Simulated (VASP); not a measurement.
A VASP calculation is set up with these files.

**POSCAR**
```
Ca
1
    0.0000000000     2.7258021642     2.7258021642
    2.7258021642    -0.0000000000     2.7258021642
    2.7258021642     2.7258021642    -0.0000000000
Ca
1
Direct
  0.0000000000   0.0000000000   0.0000000000
```

### INCAR
```
SYSTEM = Ca
PREC = Accurate
ENCUT = 520
EDIFF = 1E-6
NELM = 100
ALGO = Normal
LREAL = .FALSE.
LASPH = .TRUE.
ISMEAR = 1
SIGMA = 0.1
GGA = BO
PARAM1 = 0.1833333333
PARAM2 = 0.22
LUSE_VDW = .TRUE.
AGGAC = 0.0
LWAVE = .FALSE.
LCHARG = .FALSE.
IBRION = 2
ISIF = 3
NSW = 60
EDIFFG = -0.01
```

### KPOINTS
```
Automatic mesh
0
G
  10 10 10
```

POTCAR, in this order: Ca_sv (PBE.64 set). Program: vasp_std.

Task: Translate this optB88-vdW calculation to Quantum ESPRESSO's pw.x.

Result: One equivalent input (not run):
```
&CONTROL
  calculation = 'vc-relax'
  pseudo_dir = './pseudo'
  outdir = './out'
  tprnfor = .true.
  tstress = .true.
  nstep = 60
  forc_conv_thr = 0.00039
/
&SYSTEM
  ibrav = 0
  nat = 1
  ntyp = 1
  ecutwfc = 68
  occupations = 'smearing'
  smearing = 'methfessel-paxton'
  degauss = 0.00735
  input_dft = 'vdw-df-obk8'
/
&ELECTRONS
  conv_thr = 7.3e-08
  electron_maxstep = 100
/
&IONS
/
&CELL
/
ATOMIC_SPECIES
  Ca 40.078 Ca.upf
CELL_PARAMETERS angstrom
     0.0000000    2.7258022    2.7258022
     2.7258022   -0.0000000    2.7258022
     2.7258022    2.7258022   -0.0000000
ATOMIC_POSITIONS crystal
  Ca   0.0000000  0.0000000  0.0000000
K_POINTS automatic
  10 10 10 0 0 0
```
The two are equivalent in intent, not identical: the potentials are each code's own (VASP's PAW set, PseudoDojo norm-conserving files in pw.x), so ENCUT and ecutwfc are chosen apart and not converted; conv_thr bounds pw.x's estimated SCF error, while EDIFF bounds the energy change between steps; forc_conv_thr acts on force components and is met together with etot_conv_thr.

The compound is Ca in the fcc structure. It was relaxed first, which changed the volume by -7 %. The start is the result of an earlier pass.
